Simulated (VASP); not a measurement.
All values below come from LDA (Ceperley-Alder, Perdew-Zunger), VASP's LDA PAW potentials (set 64) (plane waves; VASP).

VASP ran on this input.

### INCAR
```
SYSTEM = Pb
PREC = Accurate
ENCUT = 500
EDIFF = 1E-6
NELM = 100
ALGO = Normal
LREAL = .FALSE.
LASPH = .TRUE.
ISMEAR = 1
SIGMA = 0.1
LMAXMIX = 4
LWAVE = .FALSE.
LCHARG = .FALSE.
IBRION = 2
ISIF = 3
NSW = 40
EDIFFG = -0.02
PSTRESS = 50
```

File KPOINTS:
```
Automatic mesh
0
Gamma
13 13 13
0 0 0
```

### POSCAR
```
Pb
1.0
  0.0000000000   2.3777381200   2.3777381200
  2.3777381200   0.0000000000   2.3777381200
  2.3777381200   2.3777381200   0.0000000000
Pb
1
direct
  0.0000000000   0.0000000000   0.0000000000
```

POTCAR, in this order: Pb_d (LDA.64 set). Program: vasp_std.

What will the output report for the number of irreducible k-points (NKPTS), largest plane-wave count, number of space-group operations, FFT grid (NGX, NGY, NGZ)?

number of irreducible k-points (NKPTS): 84
largest plane-wave count: 701
number of space-group operations: 48
FFT grid (NGX, NGY, NGZ): 28 × 28 × 28

The compound is Pb in the fcc structure. It was relaxed first under an external pressure of 5 GPa.
